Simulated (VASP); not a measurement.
Output of a VASP run:

**OSZICAR**
```
       N       E                     dE             d eps       ncg     rms          rms(c)
DAV:   1     0.167897854036E+03    0.16790E+03   -0.98982E+03   996   0.150E+03
DAV:   2     0.893648746692E+01   -0.15896E+03   -0.15592E+03  1046   0.365E+02
DAV:   3    -0.436239335918E+01   -0.13299E+02   -0.13189E+02  1274   0.107E+02
DAV:   4    -0.474552024627E+01   -0.38313E+00   -0.38281E+00  1114   0.205E+01
DAV:   5    -0.475860832076E+01   -0.13088E-01   -0.13088E-01  1404   0.387E+00    0.446E+00
DAV:   6    -0.427833286514E+01    0.48028E+00   -0.15266E+00  1472   0.957E+00    0.322E+00
DAV:   7    -0.428089357214E+01   -0.25607E-02   -0.14030E-01  1006   0.216E+00    0.185E+00
DAV:   8    -0.428423287018E+01   -0.33393E-02   -0.14643E-02  1100   0.156E+00    0.233E-01
DAV:   9    -0.428390023257E+01    0.33264E-03   -0.28124E-03  1490   0.537E-01    0.829E-02
DAV:  10    -0.428406766730E+01   -0.16743E-03   -0.31117E-04  1040   0.128E-01    0.468E-02
DAV:  11    -0.428407377460E+01   -0.61073E-05   -0.58514E-05  1198   0.968E-02    0.143E-02
DAV:  12    -0.428407439900E+01   -0.62440E-06   -0.34987E-06  1202   0.196E-02    0.180E-03
DAV:  13    -0.428407445645E+01   -0.57446E-07   -0.11563E-07   886   0.388E-03
   1 F= -.42840745E+01 E0= -.42840745E+01  d E =0.000000E+00
```

### OUTCAR
```
------------------------ aborting loop because EDIFF is reached ----------------------------------------
  FORCE on cell =-STRESS in cart. coord.  units (eV):
  Direction    XX          YY          ZZ          XY          YZ          ZX
  --------------------------------------------------------------------------------------
  Total        0.0094163      0.0094163      0.0094163      0.0000000      0.0000000      0.0000000
  in kB        0.2862739      0.2862739      0.2862739      0.0000000      0.0000000      0.0000000
  external PRESSURE =       0.2862739 kB  Pullay stress =       0.0000000 kB
  volume of cell :       52.70
      direct lattice vectors                 reciprocal lattice vectors
     0.000000000  2.975722554  2.975722554    -0.168026417  0.168026417  0.168026417
     2.975722554  0.000000000  2.975722554     0.168026417 -0.168026417  0.168026417
     2.975722554  2.975722554  0.000000000     0.168026417  0.168026417 -0.168026417
  FREE ENERGIE OF THE ION-ELECTRON SYSTEM (eV)
  ---------------------------------------------------
  free  energy   TOTEN  =        -4.2840744564 eV

  energy  without entropy=       -4.2840744564  energy(sigma->0) =       -4.28407446

 total charge

# of ion       s       p       d       tot
------------------------------------------
    1        1.480   0.506   9.843  11.830
    2        1.352   2.331   0.000   3.684
--------------------------------------------------
tot          2.833   2.837   9.843  15.514
```
(Selected blocks of OUTCAR.)

### POSCAR
```
PbS
1
    0.0000000000     2.9757225541     2.9757225541
    2.9757225541     0.0000000000     2.9757225541
    2.9757225541     2.9757225541     0.0000000000
Pb S
1 1
Direct
  0.0000000000   0.0000000000   0.0000000000
  0.5000000000   0.5000000000   0.5000000000
```

Q: Write an INCAR and KPOINTS that could have produced this output.

A: Several could match; the one computed here: the input of the run itself, optB86b-vdW, plane waves, VASP's PBE PAW potentials (set 64).

INCAR:
```
SYSTEM = PbS
PREC = Accurate
ENCUT = 520
EDIFF = 1E-7
NELM = 100
ALGO = Normal
LREAL = .FALSE.
LASPH = .TRUE.
ISMEAR = -5
GGA = MK
PARAM1 = 0.1234
PARAM2 = 1.0
LUSE_VDW = .TRUE.
AGGAC = 0.0
LMAXMIX = 4
LWAVE = .FALSE.
LCHARG = .TRUE.
LORBIT = 11
NEDOS = 601
ISIF = 2
```

**KPOINTS**
```
kpoints
0
G
 9 9 9
0 0 0
```

POTCAR, in this order: Pb_d S (PBE.64 set). Program: vasp_std.

The compound is PbS in the rock salt structure. It was relaxed first.
